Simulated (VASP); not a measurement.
Write the native input for VASP 6.6.1 that does the following.

```
Task                   : single point
Functional             : PBEsol
Potentials or basis    : VASP PAW PBE potentials, release 64 (Pt, Se)
Cutoff                 : 520 eV
k mesh                 : 9 × 9 × 6
Occupations            : gaussian, width 0.5 eV
Spin                   : no spin polarisation
Further INCAR settings : ALGO = Normal; EDIFF = 1e-06; NBANDS = 18
```

The structure of PtSe2 lies in POSCAR:

```
PtSe2
1.0
    3.7584900000      0.0000000000      0.0000000000
   -1.8792500000      3.2549500000      0.0000000000
    0.0000000000      0.0000000000      4.8698900000
Pt Se
1 2
Direct
    0.0000000000      0.0000000000      0.0000000000
    0.6666700000      0.3333300000      0.7389500000
    0.3333300000      0.6666700000      0.2610500000
```

The cell is a database's computed one.

The input as run:

INCAR

```
  PREC = Accurate
  ENCUT = 520
  EDIFF = 1E-6
  ISMEAR = 0
  SIGMA = 0.5
  LREAL = F
  LASPH = T
  NELM = 100
  ALGO = Normal
  ISIF = 2
  LWAVE = F
  LCHARG = T
  GGA = PS
  LELF = T
  LVHAR = T
  NBANDS = 18
```

KPOINTS

```
Automatic mesh
0
Gamma
  9 9 6
```

Potentials or basis: VASP PAW PBE potentials, release 64 (Pt, Se).

Run with:

```console
$ cat potpaw_PBE.64/Pt/POTCAR potpaw_PBE.64/Se/POTCAR > POTCAR
$ mpirun -np 1 vasp_std > vasp.out
```

It gave:

```
Pressure               : 0.1 GPa
Largest force          : 0.020 eV/Å
Band gap on the k mesh : none (metal or under the smearing width)
```

Caveat: the PAW data sets were made with another functional, which shifts forces and pressure a little.

Wall time 45 s on 1 thread of Intel(R) Xeon(R) 6975P-C (Granite Rapids), with other jobs on the host, peak memory 0.28 GiB.
